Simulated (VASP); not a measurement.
A convergence study with VASP on HfN (rock salt): a few settings are varied, all else stays as given below, so the limit is that of these other settings.

```
CELL_PARAMETERS angstrom
      0.00000     2.26000     2.26000
      2.26000     0.00000     2.26000
      2.26000     2.26000     0.00000
ATOMIC_POSITIONS crystal
  Hf 0.00000 0.00000 0.00000
  N  0.50000 0.50000 0.50000
```

The numbers are results of PBEsol GGA, VASP's PBE PAW potentials (set 64) (plane waves; VASP), not measurements. The last row used: 700 eV cut-off, 22×22×22 Γ-centred mesh, second-order Methfessel-Paxton smearing of 0.40 eV, potentials Hf_pv N.

| setting | E (eV/atom) | pressure (GPa) | irreducible k-points |
|---|---|---|---|
| ISMEAR = -1, SIGMA = 0.01, 8×8×8 mesh | -11.4876 | -5.40 | 29 |
| ISMEAR = -1, SIGMA = 0.1, 8×8×8 mesh | -11.4880 | -5.36 | 29 |
| ISMEAR = 0, SIGMA = 0.01, 8×8×8 mesh | -11.4875 | -5.40 | 29 |
| ISMEAR = 0, SIGMA = 0.1, 8×8×8 mesh | -11.4879 | -5.41 | 29 |
| ISMEAR = 1, SIGMA = 0.01, 8×8×8 mesh | -11.4875 | -5.40 | 29 |
| ISMEAR = 1, SIGMA = 0.2, 8×8×8 mesh | -11.4878 | -5.42 | 29 |
| ISMEAR = 2, SIGMA = 0.05, 8×8×8 mesh | -11.4876 | -5.40 | 29 |
| ISMEAR = 2, SIGMA = 0.2, 8×8×8 mesh | -11.4880 | -5.42 | 29 |
| ISMEAR = -1, SIGMA = 0.01, 16×16×16 mesh | -11.4963 | -5.66 | 145 |
| ISMEAR = -1, SIGMA = 0.2, 16×16×16 mesh | -11.4964 | -5.36 | 145 |
| ISMEAR = 0, SIGMA = 0.01, 16×16×16 mesh | -11.4963 | -5.66 | 145 |
| ISMEAR = 0, SIGMA = 0.2, 16×16×16 mesh | -11.4965 | -5.63 | 145 |
| ISMEAR = 1, SIGMA = 0.01, 16×16×16 mesh | -11.4963 | -5.66 | 145 |
| ISMEAR = 1, SIGMA = 0.4, 16×16×16 mesh | -11.4965 | -5.69 | 145 |
| ISMEAR = 2, SIGMA = 0.05, 16×16×16 mesh | -11.4963 | -5.66 | 145 |
| ISMEAR = 2, SIGMA = 0.4, 16×16×16 mesh | -11.4966 | -5.69 | 145 |
| ISMEAR = -1, SIGMA = 0.05, 22×22×22 mesh | -11.4961 | -5.65 | 328 |
| ISMEAR = -1, SIGMA = 0.2, 22×22×22 mesh | -11.4962 | -5.35 | 328 |
| ISMEAR = 0, SIGMA = 0.05, 22×22×22 mesh | -11.4961 | -5.67 | 328 |
| ISMEAR = 0, SIGMA = 0.2, 22×22×22 mesh | -11.4962 | -5.63 | 328 |
| ISMEAR = 1, SIGMA = 0.05, 22×22×22 mesh | -11.4961 | -5.67 | 328 |
| ISMEAR = 1, SIGMA = 0.4, 22×22×22 mesh | -11.4961 | -5.67 | 328 |
| ISMEAR = 2, SIGMA = 0.1, 22×22×22 mesh | -11.4961 | -5.67 | 328 |
| ISMEAR = 2, SIGMA = 0.4, 22×22×22 mesh | -11.4962 | -5.68 | 328 |

Left out are rungs that failed or repeat a setting and relaxations that didn't move; long series are thinned to 24 rows.

The compound is HfN in the rock salt structure. The cell was not relaxed at this level. The electron count is odd and the run is not spin-polarised, which forces a metal.
